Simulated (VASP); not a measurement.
# Ge7Au (P-43m) in VASP: further runs, part 2 of 2

VASP 6.6.1.

## 5. Band structure, BLYP

POSCAR reads:

```
Ge7Au
1.0
    5.7979500000      0.0000000000      0.0000000000
    0.0000000000      5.7979500000      0.0000000000
    0.0000000000      0.0000000000      5.7979500000
Ge Au
7 1
Direct
    0.2510200000      0.2510200000      0.2510200000
    0.0000000000      0.5000000000      0.5000000000
    0.5000000000      0.5000000000      0.0000000000
    0.5000000000      0.0000000000      0.5000000000
    0.7489800000      0.2510200000      0.7489800000
    0.7489800000      0.7489800000      0.2510200000
    0.2510200000      0.7489800000      0.7489800000
    0.0000000000      0.0000000000      0.0000000000
```

INCAR.step1 reads:

```
PREC = Accurate ; ENCUT = 520
EDIFF = 1E-6 ; ISMEAR = -1
SIGMA = 0.05 ; LREAL = False
LASPH = True ; NELM = 60
ALGO = Normal ; ISIF = 2
LWAVE = False ; LCHARG = True
LMAXMIX = 4 ; GGA = B5
ALDAX = 1.0 ; AGGAX = 1.0
AGGAC = 1.0 ; ALDAC = 0.0
```

KPOINTS.step1 reads:

```
regular mesh
0
Gamma
  4 4 4
```

INCAR.step2 reads:

```
PREC = Accurate ; ENCUT = 520
EDIFF = 1E-6 ; ISMEAR = 0
SIGMA = 0.05 ; LREAL = False
LASPH = True ; NELM = 60
ALGO = Normal ; ISIF = 2
LWAVE = False ; LCHARG = False
LMAXMIX = 4 ; GGA = B5
ALDAX = 1.0 ; AGGAX = 1.0
AGGAC = 1.0 ; ALDAC = 0.0
ICHARG = 11
```

KPOINTS.step2 reads:

```
path GXMGRX,MR
20
line-mode
reciprocal
 0.0000000000  0.0000000000  0.0000000000  G
 0.0000000000  0.5000000000  0.0000000000  X

 0.0000000000  0.5000000000  0.0000000000  X
 0.5000000000  0.5000000000  0.0000000000  M

 0.5000000000  0.5000000000  0.0000000000  M
 0.0000000000  0.0000000000  0.0000000000  G

 0.0000000000  0.0000000000  0.0000000000  G
 0.5000000000  0.5000000000  0.5000000000  R

 0.5000000000  0.5000000000  0.5000000000  R
 0.0000000000  0.5000000000  0.0000000000  X

 0.5000000000  0.5000000000  0.0000000000  M
 0.5000000000  0.5000000000  0.5000000000  R
```

Potentials or basis: VASP PAW PBE potentials, release 64 (Ge_d, Au).

Started as:

```
$ cat potpaw_PBE.64/Ge_d/POTCAR potpaw_PBE.64/Au/POTCAR > POTCAR
$ cp INCAR.step1 INCAR
$ cp KPOINTS.step1 KPOINTS
$ mpirun -np 1 vasp_std > vasp.out
$ cp INCAR.step2 INCAR
$ cp KPOINTS.step2 KPOINTS
$ mpirun -np 1 vasp_std > vasp.out
```

OUTCAR:

```text
PREC = Accurate
   ENCUT = 520
   EDIFF = 1E-6
   ISMEAR = 0
   LREAL = False
   LASPH = True
   NELM = 60
   ISIF = 2
   GGA = B5
   ICHARG = 11

 ion  position               nearest neighbor table
   1  0.251  0.251  0.251-   2 2.51   3 2.51   4 2.51   8 2.52
   2  0.000  0.500  0.500-   1 2.51   5 2.51   6 2.51   7 2.51
   3  0.500  0.500  0.000-   1 2.51   5 2.51   6 2.51   7 2.51
   4  0.500  0.000  0.500-   1 2.51   5 2.51   6 2.51   7 2.51
   5  0.749  0.251  0.749-   2 2.51   3 2.51   4 2.51   8 2.52
   6  0.749  0.749  0.251-   2 2.51   3 2.51   4 2.51   8 2.52
   7  0.251  0.749  0.749-   2 2.51   3 2.51   4 2.51   8 2.52
   8  0.000  0.000  0.000-   1 2.52   5 2.52   6 2.52   7 2.52

  LATTYP: Found a simple cubic cell.
 ALAT       =     5.7979500000

  Lattice vectors:

 A1 = (   5.7979500000,   0.0000000000,   0.0000000000)
 A2 = (   0.0000000000,   5.7979500000,   0.0000000000)
 A3 = (   0.0000000000,   0.0000000000,   5.7979500000)

Analysis of symmetry for initial positions (statically):
=====================================================================
 Subroutine PRICEL returns:
 Original cell was already a primitive cell.

 Routine SETGRP: Setting up the symmetry group for a
 simple cubic supercell.

 Subroutine GETGRP returns: Found 24 space group operations
 (whereof 24 operations were pure point group operations)
 out of a pool of 48 trial point group operations.

The static configuration has the point symmetry T_d .

Analysis of symmetry for dynamics (positions and initial velocities):
=====================================================================
 Subroutine PRICEL returns:
 Original cell was already a primitive cell.

 Routine SETGRP: Setting up the symmetry group for a
 simple cubic supercell.

 Subroutine GETGRP returns: Found 24 space group operations
 (whereof 24 operations were pure point group operations)
 out of a pool of 48 trial point group operations.

The dynamic configuration has the point symmetry T_d .

 Subroutine INISYM returns: Found 24 space group operations
 (whereof 24 operations are pure point group operations),
 and found     1 'primitive' translations

----------------------------------------------------------------------------------------

                                     Primitive cell

  volume of cell :     194.9052

  direct lattice vectors                    reciprocal lattice vectors
     5.797950000  0.000000000  0.000000000     0.172474754  0.000000000  0.000000000
     0.000000000  5.797950000  0.000000000     0.000000000  0.172474754  0.000000000
     0.000000000  0.000000000  5.797950000     0.000000000  0.000000000  0.172474754

  length of vectors
     5.797950000  5.797950000  5.797950000     0.172474754  0.172474754  0.172474754

  position of ions in fractional coordinates (direct lattice)
     0.251020000  0.251020000  0.251020000
     0.000000000  0.500000000  0.500000000
[... 28 lines left out ...]
    0.000000  0.000000  0.000000  ...  0.500000  0.500000  0.500000
    0.500000  0.500000  0.500000  ...  0.000000  0.500000  0.000000
    0.500000  0.500000  0.000000  ...  0.500000  0.500000  0.500000

 Generated    20 points on each line segment, for a total of    120 k-points:

 Following reciprocal coordinates:
            Coordinates               Weight
  0.000000  0.000000  0.000000      0.008333
  0.000000  0.026316  0.000000      0.008333
  0.000000  0.052632  0.000000      0.008333
  0.000000  0.078947  0.000000      0.008333
  0.000000  0.105263  0.000000      0.008333
  0.000000  0.131579  0.000000      0.008333
[... 16 lines left out ...]
  0.052632  0.500000  0.000000      0.008333
  0.078947  0.500000  0.000000      0.008333
 [... further k-points ...]
   k-points           NKPTS =    120   k-points in BZ     NKDIM =    120   number of bands    NBANDS=     65
   number of dos      NEDOS =    301   number of ions     NIONS =      8
   total plane-waves  NPLWV = 110592
   dimension x,y,z NGX =    48 NGY =   48 NGZ =   48
   dimension x,y,z NGXF=    96 NGYF=   96 NGZF=   96
   ions per type =               7   1
   NGX,Y,Z   is equivalent  to a cutoff of  13.76, 13.76, 13.76 a.u.
   NGXF,Y,Z  is equivalent  to a cutoff of  27.53, 27.53, 27.53 a.u.
 SYSTEM =  unknown system
   PREC   = accura    normal or accurate (medium, high low for compatibility)
   ISTART =      0    job   : 0-new  1-cont  2-samecut
   ICHARG =     11    charge: 1-file 2-atom 10-const
   ISPIN  =      1    spin polarized calculation?
   LNONCOLLINEAR =      F non collinear calculations
   LSORBIT =      F    spin-orbit coupling
   LASPH  =      T    aspherical Exc in radial PAW
   ENCUT  =  520.0 eV  38.22 Ry    6.18 a.u.  10.78 10.78 10.78*2*pi/ulx,y,z
   NELM   =     60;   NELMIN=  2; NELMDL=  0     # of ELM steps
   EDIFF  = 0.1E-05   stopping-criterion for ELM
   LREAL  =      F    real-space projection
   EDIFFG = 0.1E-04   stopping-criterion for IOM
   NSW    =      0    number of steps for IOM
   IBRION =     -1    ionic relax: 0-MD 1-quasi-New 2-CG
   NFREE  =      0    steps in history (QN), initial steepest desc. (CG)
   ISIF   =      2    stress and relaxation
   ISYM   =      2    0-nonsym 1-usesym 2-fastsym
   POTIM  = 0.5000    time-step for ionic-motion
   TEBEG  =    0.0;   TEEND  =   0.0 temperature during run
   PSTRESS=    0.0 pullay stress
   NELECT =     109.0000    total number of electrons
   NUPDOWN=      -1.0000    fix difference up-down
   EMIN   =  10.00;   EMAX   =-10.00  energy-range for DOS
   EFERMI =   0.00;   METHOD = LEGACY
   ISMEAR =     0;   SIGMA  =   0.05  broadening in eV -4-tet -1-fermi 0-gaus
   EFERMI_NEDOS =   21; number of points for ismear=-14 and -15
   IALGO  =     38    algorithm
   IMIX   =      4    mixing-type and parameters
     AMIX     =   0.40;   BMIX     =  1.00
     AMIX_MAG =   1.60;   BMIX_MAG =  1.00
  volume/ion in A,a.u.               =      24.36       164.41
  Fermi-wavevector in a.u.,A,eV,Ry     =   1.348784  2.548833 24.751982  1.819219
  Thomas-Fermi vector in A             =   2.476425
   LORBIT       =      0    0 simple, 1 ext, 2 COOP (PROOUT), +10 PAW based schemes
   GGA     = B5    functional components
   LHFCALC =     F    Hartree Fock is set to
   AEXX    =    0.0000 exact exchange contribution
   IVDW    =     0    specifies the selected vdW correction
   LEPSILON=     F    determine dielectric tensor
   LRPA    =     F    only Hartree local field effects (RPA)
 non-spin polarized calculation
 Gauss-broadening in eV      SIGMA  =   0.05
  energy-cutoff  :      520.00
  volume of cell :      194.91
 maximum number of plane-waves:      5276
 NGX is ok and might be reduce to    48

 number of electron     109.0000095 magnetization

 Free energy of the ion-electron system (eV)
  ---------------------------------------------------
  ext. energy  EPLUGINS =         0.00000000
  ---------------------------------------------------
  free energy    TOTEN  =       -27.70403732 eV

  energy without entropy =      -27.70148786  energy(sigma->0) =      -27.70276259

 E-fermi :   4.9318     XC(G=0):  -9.1387

 val. band max:        4.9309587475   @ k =   0.5000   0.5000   0.3421
 cond. band min:       4.9327592962   @ k =   0.2105   0.5000   0.2105
 fundamental gap:      0.0018005487
 Fermi energy:         4.9317542580

 k-point     1 :       0.0000    0.0000    0.0000
  band No.  band energies     occupation
      1     -19.9317      2.00000
      2     -19.9317      2.00000
      3     -19.9317      2.00000
      4     -19.9209      2.00000
      5     -19.9209      2.00000
      6     -19.9209      2.00000
[... 1621 lines left out ...]
     64       9.8705      0.00000
     65       9.9589      0.00000

 [... further k-points ...]
[... 5 lines left out ...]
  --------------------------------------------------------------------------------------
  -------------------------------------------------------------------------------------
  Total       10.3156907     10.3156907     10.3156907      0.0000000      0.0000000     -0.0000000
  in kB       84.7979778     84.7979778     84.7979778      0.0000000      0.0000000     -0.0000000
  external PRESSURE =      84.7979778 kB  Pullay stress =       0.0000000 kB

 VOLUME and BASIS-vectors are now :
 -----------------------------------------------------------------------------
  energy-cutoff  :      520.00
  volume of cell :      194.91
      direct lattice vectors                 reciprocal lattice vectors
     5.797950000  0.000000000  0.000000000     0.172474754  0.000000000  0.000000000
     0.000000000  5.797950000  0.000000000     0.000000000  0.172474754  0.000000000
     0.000000000  0.000000000  5.797950000     0.000000000  0.000000000  0.172474754

 POSITION                                       TOTAL-FORCE (eV/Angst)
 -----------------------------------------------------------------------------------
      1.45540      1.45540      1.45540         0.161220      0.161220      0.161220
      0.00000      2.89898      2.89898         0.000000      0.000000     -0.000000
      2.89898      2.89898      0.00000         0.000000      0.000000      0.000000
      2.89898      0.00000      2.89898         0.000000      0.000000     -0.000000
      4.34255      1.45540      4.34255        -0.161220      0.161220     -0.161220
      4.34255      4.34255      1.45540        -0.161220     -0.161220      0.161220
      1.45540      4.34255      4.34255         0.161220     -0.161220     -0.161220
      0.00000      0.00000      0.00000         0.000000      0.000000      0.000000
 -----------------------------------------------------------------------------------
    total drift:                                0.000000      0.000000      0.000000

  FREE ENERGIE OF THE ION-ELECTRON SYSTEM (eV)
  ---------------------------------------------------
  free  energy   TOTEN  =       -27.7040373228 eV

  energy  without entropy=      -27.7014878609  energy(sigma->0) =      -27.70276259
```

It took 13 min on 1 thread of Intel Xeon Platinum 8488C (Sapphire Rapids), shared host; peak memory 1.1 GiB.

What came out:

- Band gap along the path: none (metal or under the smearing width)

Levels at the corners of the path, in eV from the Fermi level:
```tsv
point	band 50	band 51	band 52	band 53	band 54	band 55	band 56	band 57	band 58	band 59
Γ	-2.52	-1.67	-1.67	-1.67	0.12	1.67	1.67	1.67	1.76	1.76
X	-2.73	-2.53	-1.82	-1.37	-1.37	-0.04	-0.04	1.72	2.24	3.47
X	-2.73	-2.53	-1.82	-1.37	-1.37	-0.04	-0.04	1.72	2.24	3.47
M	-2.80	-2.49	-1.75	-1.15	-0.80	0.49	0.49	2.14	2.14	3.55
M	-2.80	-2.49	-1.75	-1.15	-0.80	0.49	0.49	2.14	2.14	3.55
Γ	-2.52	-1.67	-1.67	-1.67	0.12	1.67	1.67	1.67	1.76	1.76
Γ	-2.52	-1.67	-1.67	-1.67	0.12	1.67	1.67	1.67	1.76	1.76
R	-1.02	-1.02	-0.91	-0.91	0.63	0.63	0.63	1.12	1.12	1.12
R	-1.02	-1.02	-0.91	-0.91	0.63	0.63	0.63	1.12	1.12	1.12
X	-2.73	-2.53	-1.82	-1.37	-1.37	-0.04	-0.04	1.72	2.24	3.47
M	-2.80	-2.49	-1.75	-1.15	-0.80	0.49	0.49	2.14	2.14	3.55
R	-1.02	-1.02	-0.91	-0.91	0.63	0.63	0.63	1.12	1.12	1.12
```

Caveat: the log is that of the step along the path at fixed density, whose energy, stress, charges and moments have no meaning; the PAW data sets were made with another functional, which shifts forces and pressure a little; spin-orbit coupling is left out, which moves the levels of the heavy elements.
